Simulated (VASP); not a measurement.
**ZrB2: relaxation of cell and atoms with r2SCAN**

Crystal: ZrB2.

```
Zr B
1.0
     3.16832    0.00000    0.00000
    -1.58416    2.74385    0.00000
     0.00000    0.00000    3.54971
Zr B
1 2
Direct
  0.00000 0.00000 0.00000
  0.33333 0.66667 0.50000
  0.66667 0.33333 0.50000
```

- Program: VASP 6.6.1
- Task: relaxation of cell and atoms
- Functional: r2SCAN
- Potentials or basis: VASP PAW PBE potentials, release 64 (Zr_sv, B)
- Cutoff: 600 eV
- k mesh: 15 × 15 × 10
- Occupations: methfessel-paxton, width 0.1 eV
- Spin: no spin polarisation
- Further INCAR settings: ALGO = Normal; EDIFF = 1e-07; IBRION = 2; EDIFFG = -0.005; NSW = 90; ISIF = 3

The pressure after relaxing is 0.0 GPa and the band gap on the k mesh is none (metal or under the smearing width).

Final structure:
```
CELL_PARAMETERS angstrom
3.16832 0.00000 0.00000
-1.58416 2.74385 0.00000
0.00000 0.00000 3.54971
ATOMIC_POSITIONS crystal
Zr 0.00000 0.00000 0.00000
B 0.33333 0.66667 0.50000
B 0.66667 0.33333 0.50000
```

Levels at points of the mesh, in eV from the Fermi level:
| k point | band 5 | band 6 | band 7 | band 8 | band 9 | band 10 | band 11 | band 12 | band 13 |
| --- | --- | --- | --- | --- | --- | --- | --- | --- | --- |
| (0.00, 0.00, 0.00) | -13.57 | -2.69 | -2.69 | -2.63 | -2.60 | 3.65 | 3.65 | 4.43 | 4.43 |
| (0.00, 0.00, 0.50) | -11.53 | -7.36 | -0.98 | -0.98 | 0.46 | 0.46 | 0.91 | 0.91 | 1.95 |

It took 2.8 min on 1 thread of Intel(R) Xeon(R) 6975P-C (Granite Rapids), on a shared host, peak memory 0.23 GiB.

Caveat: the relaxation stopped at its first step, so nothing moved; the PAW data sets were made with another functional, which shifts forces and pressure a little.
